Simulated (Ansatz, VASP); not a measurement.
# InH: VASP beside Ansatz, part 2 of 2

Aim: how closely do two programs agree when they are given the same cell, functional and k mesh? The cell is generated by rule, not measured, and may not be a known phase. Of the first pair: The two relaxations start from unlike cells of this crystal (the structure described is Ansatz's start), so only their ends are compared.

VASP 6.6.1 and Ansatz 0.2.0.

So far: The structure; VASP: relaxation of cell and atoms, LDA; Ansatz: relaxation of cell and atoms, LDA; Side by side.

## Step 5: Ansatz: zone-centre phonons, LDA

Level of this step: Ansatz beside VASP: Kohn-Sham DFT, plane waves, LDA (Ansatz).

Second derivatives magnify differences that forces hide, and they need a tight electronic threshold.

The cell is taken from a series of runs on this material, whose earlier steps may have relaxed, scaled, displaced or heated it; both programs get it as it stands.

Input file input.yaml:

```yaml
crystal:
  lattice:
    - [3.5713545397, 2.3963e-06, 0.0]
    - [-1.7856793451, 3.0928825591, 0.0]
    - [0.0, 0.0, 5.6503912572]
  atoms:
    - { symbol: In, position: [0.3333333333, 0.6666666667, 0.25] }
    - { symbol: In, position: [0.6666666667, 0.3333333333, 0.75] }
    - { symbol: H, position: [0.6666666667, 0.3333333333, 0.25] }
    - { symbol: H, position: [0.3333333333, 0.6666666667, 0.75] }
kpoints:
  mp_grid: { grid: [9, 9, 6] }
hamiltonian:
  xc: lda
  pseudopotentials: { kind: nc, accuracy: standard }
scf:
  occupations: { method: gaussian, width: 0.27211 }
output:
  eigenvalues: true
phonons:
  method: dfpt
```

Command:

```bash
$ ansatz run input.yaml --threads 4 --pin off --max-ram 8192MiB --backend cpu --events-out ev --progress --plain --runs-dir out
```

The log of the run:

```text
[...]
Crystal: 4 atoms, lattice volume = 62.413 Å³
Basis set: ecut = 1006.821291 eV, 4553 PW (Γ), exchange–correlation on 80×80×120 points (8 copies of the dense FFT grid, shifted against one another)
Bands: 18, of which v1, the nominal top of the filled ones, is band 14 counted from 1 (13 counted from 0)
Symmetry: 24 space group operations
k-points: 140 of 486 (irreducible under 2 space group operations, time reversal used)
[...]
ASR residual: 8.750e-5 → 0.000e0 eV/Å²; symmetrization residual: 4.515e-5 eV/Å²
  ASR residual per site (eV/Å²): 8.75e-5 8.75e-5 8.69e-6 8.69e-6
  Γ frequencies (cm⁻¹): -801.88 -298.95 -76.49 -76.49 0.00 0.00 0.00 95.08 610.50 610.50 666.93 666.93
  non-analytic LO–TO correction: not included (Born effective charges unavailable; polar crystals: no LO–TO splitting at Γ)
[key lines of the parts left out:]
SCF converged after 10 iterations
Free energy (F): -3634.882549 eV
Fermi energy:    8.690288 eV
```

## Step 6: VASP: zone-centre phonons, LDA

The same cell, functional (in two slightly different forms), mesh and smearing now go to VASP, with its own data sets.

Input file INCAR:

```
SYSTEM = InH
PREC = Accurate
ENCUT = 500
EDIFF = 1E-08
NELM = 120
ISMEAR = 0
SIGMA = 0.27211
LREAL = .FALSE.
ALGO = Normal
GGA = CA
NBANDS = 20
LORBIT = 11
LWAVE = .FALSE.
LCHARG = .FALSE.
ISIF = 2
IBRION = 8
LASPH = .TRUE.
GGA_COMPAT = .FALSE.
KPAR = 2
```

Input file POSCAR:

```
InH
1.0
    3.5713545397      0.0000023963      0.0000000000
   -1.7856793451      3.0928825591      0.0000000000
    0.0000000000      0.0000000000      5.6503912572
In H
2 2
Direct
    0.3333333333      0.6666666667      0.2500000000
    0.6666666667      0.3333333333      0.7500000000
    0.6666666667      0.3333333333      0.2500000000
    0.3333333333      0.6666666667      0.7500000000
```

Input file KPOINTS:

```
Automatic mesh
0
Gamma
9 9 6
0 0 0
```

The projector-augmented-wave data sets are In_d and H (LDA family, release 64).

Command:

```bash
$ mpirun -np 2 vasp_std
```

The log of the run:

```text
[... set-up lines as in an earlier step ...]
 entering main loop
       N       E                     dE             d eps       ncg     rms          rms(c)
DAV:   1     0.218414104489E+03    0.21841E+03   -0.13821E+04  1920   0.182E+03
DAV:   2     0.472890428990E+01   -0.21369E+03   -0.20960E+03  1932   0.380E+02
DAV:   3    -0.116204089902E+02   -0.16349E+02   -0.16113E+02  2320   0.125E+02
DAV:   4    -0.121255018994E+02   -0.50509E+00   -0.50454E+00  2224   0.240E+01
[...]
DAV:  14    -0.116176598484E+02    0.46767E-07   -0.47579E-08  1956   0.191E-03    0.115E-03
DAV:  15    -0.116176598376E+02    0.10763E-07   -0.33849E-08  1876   0.112E-03    0.428E-04
DAV:  16    -0.116176598375E+02    0.12233E-09   -0.30228E-09  1048   0.442E-04
   1 F= -.11617660E+02 E0= -.11595706E+02  d E =-.439082E-01
 Linear response reoptimize wavefunctions to high precision
DAV:   1    -0.116176598375E+02   -0.61846E-10   -0.77408E-10  1148   0.290E-04
 Linear response DOF=           4
 Linear response progress:
  Degree of freedom:   1/  4
[...]
RMM:  13    -0.150399644653E-01    0.54988E-07   -0.28170E-09 11736   0.402E-05    0.449E-05
RMM:  14    -0.150399515821E-01    0.12883E-07    0.10681E-08 12932   0.242E-05    0.530E-06
RMM:  15    -0.150399523911E-01   -0.80904E-09    0.57280E-09 10370   0.182E-05    0.309E-06
 first order change of Fermi-energy  -0.27216E-04
 force on displaced ion       3 direction 1 :  -1.501  -0.001   0.000
 Linear response progress:
  Degree of freedom:   4/  4
       N       E                     dE             d eps       ncg     rms          rms(c)
RMM:   1    -0.148352892590E-01   -0.14835E-01    0.18855E-04  3953   0.593E-01
RMM:   2    -0.145273526244E-01    0.30794E-03   -0.12843E-03  3639   0.214E-01    0.631E-02
RMM:   3    -0.147603246103E-01   -0.23297E-03   -0.23026E-04  4281   0.764E-02    0.366E-02
RMM:   4    -0.151957053549E-01   -0.43538E-03   -0.97334E-05  4224   0.350E-02    0.534E-03
[...]
RMM:   9    -0.152249717915E-01    0.69496E-06    0.10295E-07  4653   0.277E-04    0.147E-04
RMM:  10    -0.152251238073E-01   -0.15202E-06    0.36616E-07  4590   0.101E-04    0.870E-05
RMM:  11    -0.152251270140E-01   -0.32067E-08   -0.16132E-08  4770   0.431E-05    0.143E-05
 first order change of Fermi-energy  -0.98739E-04
 force on displaced ion       3 direction 3 :  -0.000  -0.000   1.361
 Linear response finished
```

From OUTCAR (step 6):

```text
  Total        0.8062109      0.8062109      0.1840308      0.0000000      0.0000000      0.0000000
  in kB       20.6958933     20.6958933      4.7241746      0.0000000      0.0000000      0.0000000
  external PRESSURE =      15.3719871 kB  Pullay stress =       0.0000000 kB

 POSITION                                       TOTAL-FORCE (eV/Angst)
 -----------------------------------------------------------------------------------
     -0.00000      2.06192      1.41260        -0.000000      0.000000      0.000000
      1.78568      1.03096      4.23779         0.000000     -0.000000      0.000000
      1.78568      1.03096      1.41260        -0.000000     -0.000000      0.000000
     -0.00000      2.06192      4.23779         0.000000     -0.000000      0.000000
 -----------------------------------------------------------------------------------
    total drift:                               -0.000000      0.000000     -0.000000

[... 1 part as in an earlier step ...]

[... 1 further part left out ...]
```

## Step 7: Differences

Compared:

```
                                                   quantity  Ansatz    VASP  difference
     optical mode 1 (imaginary, printed as negative) (cm⁻¹)  -801.9  -808.1        +6.2
     optical mode 2 (imaginary, printed as negative) (cm⁻¹)  -298.9  -304.1        +5.2
optical mode 3 to 4 (imaginary, printed as negative) (cm⁻¹)   -76.5   -77.3        +0.8
                                      optical mode 5 (cm⁻¹)    95.1    96.5     -1.46 %
                                 optical mode 6 to 7 (cm⁻¹)   610.5   615.7     -0.85 %
                                 optical mode 8 to 9 (cm⁻¹)   666.9   672.3     -0.80 %
```

Modes are paired by rising frequency, not by their patterns, so a pair may set unlike modes beside each other; they are those without the splitting of longitudinal modes.

## Step 8: Results

```
difference in edge c after relaxation, in the typed setting (relaxation of cell and atoms, LDA)                   : 0.13 %
r.m.s. difference of the optical zone-centre modes, each program's sorted by frequency (zone-centre phonons, LDA) : 4.5 cm⁻¹
difference in optical mode 5 (zone-centre phonons, LDA)                                                           : -1.5 %
```

The difference in edge c after relaxation, in the typed setting is 0.13 % (relaxation of cell and atoms, LDA), within the 1.2 % picked in this series as the mark of a large difference, as far as the stopping tolerances let one tell. Among the rows given in per cent, the largest difference of the zone-centre phonons, LDA pair is in optical mode 5, -1.5 %. 1 further run of this series is not shown here. How closely two codes agree says nothing of how well the functional describes the real material.

[Lines on the potential files, build, host, timing and source positions are cut from VASP's logs without a mark.]

[Logs are printed without paths, hosts, clocks, repeated set-up lines and the standing remarks that a program may print on its own settings, such as how far it seeks lower states.]

[Hosts, paths, dates, database ids (printed as entryN), source tags and the programs' standing remarks are cut or masked in the printed files.]
